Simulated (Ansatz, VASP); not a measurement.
# Cross-check of CdPbS3 between VASP and Ansatz, part 2 of 2

Wanted: the spread between two codes on one cell, functional and k mesh. The cell is generated by rule, not measured, and may not be a known phase. The cell is taken from a series of runs on this material, whose earlier steps may have relaxed, scaled, displaced or heated it; both programs get it as it stands.

VASP 6.6.1 and Ansatz 0.2.0.

So far: The starting structure; VASP: relaxation of cell and atoms, r2SCAN.

The structure was built from a prototype and need not be the compound's stable phase.

### Step 3. Ansatz: relaxation of cell and atoms, r2SCAN

Level of this step: Ansatz beside VASP: Kohn-Sham DFT, plane waves, r2SCAN (Ansatz).

Ansatz runs on its PAW soft_1 files.

The same cell, functional, mesh and smearing now go to Ansatz, which takes its cutoff from its data sets.

Contents of input.yaml:

```yaml
crystal:
  lattice:
    - [5.1254, 0.0, 0.0]
    - [0.0, 5.1254, 0.0]
    - [0.0, 0.0, 5.1254]
  atoms:
    - { symbol: Cd, position: [0.0, 0.0, 0.0] }
    - { symbol: Pb, position: [0.5, 0.5, 0.5] }
    - { symbol: S, position: [0.5, 0.5, 0.0] }
    - { symbol: S, position: [0.5, 0.0, 0.5] }
    - { symbol: S, position: [0.0, 0.5, 0.5] }
kpoints:
  mp_grid: { grid: [8, 8, 8] }
hamiltonian:
  xc: r2scan
  pseudopotentials: { kind: paw, azcp: { folder: soft_1 } }
scf:
  occupations: { method: gaussian, width: 0.1 }
output:
  forces: true
  stress: true
  eigenvalues: true
  write_density: true
  write_potential: true
  elf: true
  volumetric_format: npy
relax:
  adjacent_minimum: "off"
  f_tol: 0.005
  max_steps: 80
  cell: { stress_tol: 0.05 }
```

Command:

```bash
$ ansatz run input.yaml --threads 4 --pin off --max-ram 16384MiB --backend cpu --events-out ev --progress --plain --runs-dir out
```

Numbers of over 12 decimals in the logs are rounded to 6 here.

The log of the run:

```text
Engine: ansatz 0.2.0, aarch64-unknown-linux-gnu
Pseudopotentials: kind: paw
Pseudopotential: Cd, paw, valence charge 20, recommended cutoff 500 eV (meta_gga), soft_1/Cd.paw.azcp
Pseudopotential: Pb, paw, valence charge 14, recommended cutoff 500 eV (meta_gga), soft_1/Pb.paw.azcp
Pseudopotential: S, paw, valence charge 6, recommended cutoff 500 eV (meta_gga), soft_1/S.paw.azcp
Functional definition: r2SCAN
  parameter k0 = 0.174
  parameter k1 = 0.065
  parameter a1 = 4.9479
  exchange = r2scan_x(k0 = k0, k1 = k1, a1 = a1)
  correlation = r2scan_c
Crystal: 5 atoms, lattice volume = 134.643 Å³
Basis set: ecut = 500 eV, 3407 PW (Γ), exchange–correlation on 160×160×160 points (64 copies of the dense FFT grid, shifted against one another)
Bands: 32, of which v1, the nominal top of the filled ones, is band 26 counted from 1 (25 counted from 0)
Symmetry: 48 space group operations
Space group: Pm-3m (ITA 221), of the structure as read, at distance tolerance 5.1e-5 Å
k-points: 35 of 512
Non-local potential: Cd, projectors of the file, l = 0: 3, l = 1: 2, l = 2: 2, l = 3: 1
Non-local potential: Pb, projectors of the file, l = 0: 2, l = 1: 2, l = 2: 2, l = 3: 1
Non-local potential: S, projectors of the file, l = 0: 2, l = 1: 2, l = 2: 1
PAW form: soft (Blöchl's): semilocal exchange-correlation on the pseudo side does not see the compensation charge
PAW frozen core: Cd, regenerated for the run's functional (the file was generated under x = pbe(κ = 0.804, μ = 0.219515), c = pbe(β = 0.066725))
PAW frozen core: Pb, regenerated for the run's functional (the file was generated under x = pbe(κ = 0.804, μ = 0.219515), c = pbe(β = 0.066725))
PAW frozen core: S, regenerated for the run's functional (the file was generated under x = pbe(κ = 0.804, μ = 0.219515), c = pbe(β = 0.066725))
PAW one-centre angular grid: Cd, 590 points (default); XC on 160 Gauss nodes
PAW one-centre angular grid: Pb, 590 points (default); XC on 160 Gauss nodes
PAW one-centre angular grid: S, 302 points (default); XC on 160 Gauss nodes
Initial density: superposition of atomic densities (chi_scale 0.1, normalization cell, long waves kept (reshape's long-wave potential 0.05 eV rms))
Initial wavefunctions: pseudopotential atomic-orbital guess
Functional: x = r2scan, c = r2scan; τ floored in thin density (d = 2e-4 eV/Å³)
SCF iter   1: F=—  HF=-22907.294430 eV  |F-HF|=—  |Δ(HF+E_count)|=         —  Δρ=4.38e-2  dr2=3.35e0  dr2_τ=1.61e-2  ethr=3.10e-3  ⟨swp⟩=7.9  Hψ=5364  notcnv=0  defer=1
preconditioner: auto → Kerker (q_TF=auto, 2.328 Å⁻¹)  [metal: Δε(μ)=0.055 eV  Ē_g=12.404 eV  σ=0.100 eV  W_gap=0.30  n_scr=26 (ndim 8)  ℏωp=21.2 eV  f_vac=0.008  D(μ)=3.63/eV (n_scr^D=26)]
SCF iter   2: F=—  HF=-22906.546667 eV  |F-HF|=—  |Δ(HF+E_count)|=   7.48e-1  Δρ=2.05e-2  dr2=8.66e-1  dr2_τ=3.06e-2  ethr=3.10e-3  ⟨swp⟩=2.9  Hψ=2790  notcnv=0  defer=32
SCF iter   3: F=—  HF=-22906.444537 eV  |F-HF|=—  |Δ(HF+E_count)|=   1.02e-1  Δρ=7.35e-3  dr2=1.26e-1  dr2_τ=1.25e-3  ethr=1.67e-3  ⟨swp⟩=3.2  Hψ=1853  notcnv=0  defer=32
SCF iter   4: F=—  HF=-22906.437769 eV  |F-HF|=—  |Δ(HF+E_count)|=   6.77e-3  Δρ=2.03e-3  dr2=7.41e-3  dr2_τ=4.14e-4  ethr=2.42e-4  ⟨swp⟩=2.6  Hψ=2144  notcnv=0  defer=35
SCF iter   5: F=—  HF=-22906.438299 eV  |F-HF|=—  |Δ(HF+E_count)|=   5.30e-4  Δρ=7.09e-4  dr2=1.56e-3  dr2_τ=8.53e-5  ethr=1.43e-5  ⟨swp⟩=2.0  Hψ=1610  notcnv=0  defer=35
SCF iter   6: F=—  HF=-22906.438431 eV  |F-HF|=—  |Δ(HF+E_count)|=   1.32e-4  Δρ=2.51e-4  dr2=1.38e-4  dr2_τ=4.22e-6  ethr=3.01e-6  ⟨swp⟩=2.3  Hψ=1750  notcnv=0  defer=35
SCF iter   7: F=—  HF=-22906.438469 eV  |F-HF|=—  |Δ(HF+E_count)|=   3.75e-5  Δρ=7.78e-5  dr2=9.71e-6  dr2_τ=6.37e-7  ethr=2.66e-7  ⟨swp⟩=2.3  Hψ=1766  notcnv=0  defer=35
SCF iter   8: F=—  HF=-22906.438479 eV  |F-HF|=—  |Δ(HF+E_count)|=   9.92e-6  Δρ=2.52e-5  dr2=1.31e-6  dr2_τ=3.73e-8  ethr=1.87e-8  ⟨swp⟩=2.1  Hψ=1820  notcnv=0  defer=34
SCF iter   9: F=-22906.438479 eV  HF=-22906.438479 eV  |F-HF|=1.38e-8  |Δ(HF+E_count)|=   5.06e-7  Δρ=6.52e-6  dr2=7.57e-8  dr2_τ=1.04e-9  ethr=1.92e-10  ⟨swp⟩=16.3  Hψ=10510  notcnv=0
SCF 1 converged in 9 iterations: F = -22906.438479 eV  dr2 = 7.57e-8
  greatest PAW one-centre occupation: 1.002 electrons in one spin orbital (limit 2), on the Cd atom at site 0 (counted from 0), in its partial waves of l = 0
relax step   1: F+E_penalty+E_count = -22906.43847919 eV  Δ(F+E_penalty+E_count) = +0.000e0 eV  max|allowed force component| = 5.206e-28 eV/Å  Δτ_max = 0.0000 Å  P = -0.305 GPa  Ω = 134.643 Å³  (9 SCF iters, dr2 threshold 1.00e-7 eV, accepted)
[...]
relax step   2: F+E_penalty+E_count = -22906.43945641 eV  Δ(F+E_penalty+E_count) = -9.772e-4 eV  max|allowed force component| = 1.257e-29 eV/Å  Δτ_max = 0.0000 Å  P = +0.006 GPa  Ω = 133.773 Å³  energy of the carried Pulay correction = +1.594e-4 eV  (6 SCF iters, dr2 threshold 2.33e-7 eV, accepted)
[...]
relax step   3: F+E_penalty+E_count = -22906.43930424 eV  Δ(F+E_penalty+E_count) = +1.522e-4 eV  max|allowed force component| = 1.365e-29 eV/Å  Δτ_max = 0.0000 Å  P = +0.006 GPa  Ω = 133.773 Å³  stress off target by 5.73e-3 GPa  SCF on the basis re-selected at this cell (its energy is not comparable with the rows above)  (5 SCF iters)
basis re-selected at this cell: Δ(F+E_penalty+E_count) = +1.522e-4 eV, ΔP = -0.001 GPa vs the last step (what re-selecting the basis moved, of the pressure what is left beyond the Pulay correction that the steps carried, after the strain that the cell walked since its last selection, with what the two solves' SCF thresholds leave and, on support functions, any second-order correction that the steps lacked; it is no m [...]
SCF converged after 5 iterations
Free energy (F): -22906.439304 eV
Harris-Foulkes:  -22906.439304 eV  (|F-HF|=1.46e-11)
Internal energy: -22906.420036 eV  (E = F + TS)
E sigma→0 (E₀):  -22906.429670 eV
Entropy (-TS):   -0.019268 eV (-3.854 meV/atom)
Fermi energy:    5.715068 eV
--- Per-component energies (eV) ---
  E_band       = -683.378171
  E_kinetic    = 1046.300515
  E_local      = -5663.033880  (includes V_loc(G=0)·N_el)
  E_nonlocal   = 536.520658
  E_hartree    = 2443.227767
  E_xc         = -585.409080
  E_vxc        = -623.101272  (∫ρ·V_xc dr)
  E_paw        = -16404.287789  (= ΣΔE_a)
  E_vpaw       = -904.418547  (= ΣTr[D̂ρ^β])
  E_aug_tail   = 0.000008  (compensation charges beyond the density's cutoff)
  E_vtau       = 37.898939  (kinetic-family band-sum trace: ∫τ·v_τ [+ j·A + Jᵃ·Aᵃ] dr)
  E_ewald      = -4279.809472
  E_core_change = 0.071237  (= ΣΔE_core)
  E_smearing   = -0.019268  (= −TS)
  E_closure    = 0.000000  (closes the sum)
  Σ components = -22906.439304   (vs F -22906.439304, Δ=0.00e0)
--- Forces (eV/Å), atoms counted from 1 ---
  atom   1  Cd     0.00000000     0.00000000    -0.00000000
  atom   2  Pb    -0.00000000    -0.00000000     0.00000000
  atom   3  S     -0.00000000    -0.00000000     0.00000000
  atom   4  S     -0.00000000     0.00000000     0.00000000
  atom   5  S      0.00000000     0.00000000    -0.00000000
  max |Σ_I F_I| component: 1.81e-29 eV/Å
--- Stress (GPa, compression-positive) ---
        0.005728      -0.000000       0.000000
       -0.000000       0.005728      -0.000000
        0.000000      -0.000000       0.005728
  P = ⅓ Tr σ = 0.0057 GPa (0.057 kbar)
--- Band table (eV; the first three rows and the last of 35) ---
  k-point 0: bands = [... 22 lower, 4.8722, 4.8722, 4.9136, 4.9136, 4.9136, 4.9382, 12.5950, 12.5950, ... 2 higher]
  k-point 1: bands = [... 22 lower, 4.8127, 4.8127, 4.8720, 4.9150, 4.9150, 5.7221, 11.7409, 12.1838, ... 2 higher]
  k-point 2: bands = [... 22 lower, 4.6299, 4.6299, 4.7757, 4.9560, 4.9560, 6.5726, 10.7603, 11.7639, ... 2 higher]
  k-point 34: bands = [... 22 lower, 5.3253, 5.3253, 5.9776, 5.9776, 5.9776, 9.5049, 9.5049, 9.5049, ... 2 higher]
--- Relaxed structure (2 steps of the walk, 2 accepted, 1 SCFs on fresh bases) ---
  F+E_penalty+E_count = -22906.43930424 eV   max|allowed force component| = 1.365e-29 eV/Å   (the final SCF, on the basis selected at the relaxed cell)
  cell:  # Å, volume = 133.7732 Å³
    - [5.114342, 0, 0]
    - [0.0, 5.114342, 0]
    - [0, 0, 5.114342]
  atoms:
    - { symbol: Cd, position: [0, 0, 0] }
    - { symbol: Pb, position: [0.5, 0.5, 0.5] }
    - { symbol: S, position: [0.5, 0.5, 0] }
    - { symbol: S, position: [0.5, 0, 0.5] }
    - { symbol: S, position: [0, 0.5, 0.5] }
```

Reading the cycles: dr2 is the Hartree energy of the density residual (eV), the measure of convergence; HF is the Harris–Foulkes estimate of the energy, which meets the free energy F at convergence.

### Step 4. Comparison

Known differences besides the potentials themselves: VASP keeps PBE cores, Ansatz makes them for the functional; the data sets hold 52 valence electrons in Ansatz (on its PAW soft_1 files) and 44 in VASP; the cutoff is 500 eV in Ansatz and 550 eV in VASP; Ansatz adds a Pulay correction to the stress that steers its cell, VASP none. Total energies have different zeros and are not compared.

The two programs side by side:

| quantity | Ansatz | VASP | difference |
| --- | --- | --- | --- |
| volume (Å³) | 133.77 | 133.76 | +0.01 % |
| edge a after relaxation, in the typed setting (Å) | 5.114 | 5.114 | +0.00 % |

### Step 5. What came out

```yaml
difference_in_volume_relaxation_of_cell_and_atoms_r2scan: 0.011 %
```

The difference in volume is 0.011 % (relaxation of cell and atoms, r2SCAN), within the 1.2 % picked in this series as the mark of a large difference, as far as the stopping tolerances let one tell. The data sets hold unlike numbers of valence electrons (52 in Ansatz and 44 in VASP), so part of the differences comes from the potentials. Such differences can come from data sets, numerical settings and the points named under the comparisons, not from the functional's error against experiment.

[Lines on the potential files, build, host, timing and source positions are cut from VASP's logs without a mark.]

[Logs are printed without paths, hosts, clocks, repeated set-up lines and the standing remarks that a program may print on its own settings, such as how far it seeks lower states.]

[Hosts, paths, dates, database ids (printed as entryN), source tags and the programs' standing remarks are cut or masked in the printed files.]
